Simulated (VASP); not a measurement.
# WO₃ (space group P4/ncc): computed properties

The numbers are results of LDA (Ceperley-Alder, Perdew-Zunger), VASP's LDA PAW potentials (set 64) (plane waves; VASP), not measurements.

* **space group**: P4/ncc (130)
* **cell**: a = b = 5.2176 Å, c = 7.7504 Å, α = β = γ = 90.00°
* **volume per atom**: 13.19 Å^3/atom
* **band gap (over mesh and band path)**: 0.96 eV
* **smallest direct gap (over mesh and band path)**: 1.05 eV
* **band-edge character**: indirect, M-Γ at 0.33 to Γ-Z at 0.56
* **density**: 7.30 g/cm³
* **mean ε∞ (independent particles)**: 7.93

```yaml
crystal:
  lattice:
    - [5.21762, 0.00000, 0.00000]
    - [0.00000, 5.21762, 0.00000]
    - [0.00000, 0.00000, 7.75039]
  atoms:
    - { symbol: W, position: [0.00000, 0.50000, 0.22011] }
    - { symbol: W, position: [0.50000, 0.00000, 0.27989] }
    - { symbol: W, position: [0.50000, 0.00000, 0.77989] }
    - { symbol: W, position: [0.00000, 0.50000, 0.72011] }
    - { symbol: O, position: [0.29885, 0.29885, 0.75000] }
    - { symbol: O, position: [0.20115, 0.79885, 0.75000] }
    - { symbol: O, position: [0.70115, 0.70115, 0.75000] }
    - { symbol: O, position: [0.79885, 0.20115, 0.75000] }
    - { symbol: O, position: [0.20115, 0.20115, 0.25000] }
    - { symbol: O, position: [0.29885, 0.70115, 0.25000] }
    - { symbol: O, position: [0.79885, 0.79885, 0.25000] }
    - { symbol: O, position: [0.70115, 0.29885, 0.25000] }
    - { symbol: O, position: [0.00000, 0.50000, 0.99141] }
    - { symbol: O, position: [0.50000, 0.00000, 0.50859] }
    - { symbol: O, position: [0.50000, 0.00000, 0.00859] }
    - { symbol: O, position: [0.00000, 0.50000, 0.49141] }
```

Unless said otherwise, spin-orbit coupling is left out, though it shifts the bands of the heavy elements here.

The structure comes from a computed database's WO3 entry (P4/ncc); how it stands against other phases isn't given here. It was relaxed first. Symmetry was kept, so distortions that lower it aren't found.
